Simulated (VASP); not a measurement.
Here is the system:

```yaml
crystal:
  lattice:
    - [1.77302, -3.07095, 0.00000]
    - [1.77302, 3.07095, 0.00000]
    - [0.00000, 0.00000, 5.60377]
  atoms:
    - { symbol: Pt, position: [0.00000, 0.00000, 0.00000] }
    - { symbol: S, position: [0.33333, 0.66667, 0.22020] }
    - { symbol: S, position: [0.66667, 0.33333, 0.77980] }
```

Method: r2SCAN meta-GGA, VASP's PBE PAW potentials (set 64) (plane waves; VASP). Run with 400 eV cut-off, 13×13×7 Γ-centred mesh, Gaussian smearing of 0.010 eV, potentials Pt S.

Problem. Estimate the energy per atom (σ→0).

Solution. 
```
Item                            Result
---------------------  ---------------
energy per atom (σ→0)  -22.958 eV/atom
```

The absolute energy has meaning only against runs of the same code, potentials and settings.

The compound is PtS2 in the 1T layered structure. It was relaxed first, which changed the volume by +12 %.
